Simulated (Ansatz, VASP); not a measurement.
# La3N4: VASP beside Ansatz

```
La N
1.0
     5.61426    0.00000    0.00000
     0.00000    5.61426    0.00000
     0.00000    0.00000    5.61426
La N
3 4
Direct
  0.00000 0.00000 0.50000
  0.50000 0.00000 0.00000
  0.00000 0.50000 0.00000
  0.78138 0.78138 0.78138
  0.21862 0.21862 0.78138
  0.21862 0.78138 0.21862
  0.78138 0.21862 0.21862
```

Change from the starting cell: species swapped into the Ge3As4 type (P-43m, No. 215).

Alike in both runs: functional PBE; k mesh 8 × 8 × 8; occupations gaussian, width 0.1 eV; no spin polarisation.

Ansatz relaxed the structure, and its values are those at the end. VASP's run is a single point on that final structure, the one shown.

|  | VASP | Ansatz |
| --- | --- | --- |
| version | VASP 6.6.1 | Ansatz 0.2.0 |
| potentials or method | VASP PAW PBE potentials, release 64 (La, N) | scalar-relativistic, plane waves, PAW |
| plane-wave cutoff (eV) | 520 | 420 |
| valence electrons in the cell | 53 | 53 |

|  | VASP | Ansatz | Ansatz less VASP |
| --- | --- | --- | --- |
| gap on the k mesh at the Fermi level (eV) | none | none | - |
| pressure (GPa) | -0.1 | 0.0 | +0.08 |

A gap of «none» marks a metal or a gap that the smearing closes.

Spin-orbit coupling is left out, which matters for the levels of La.
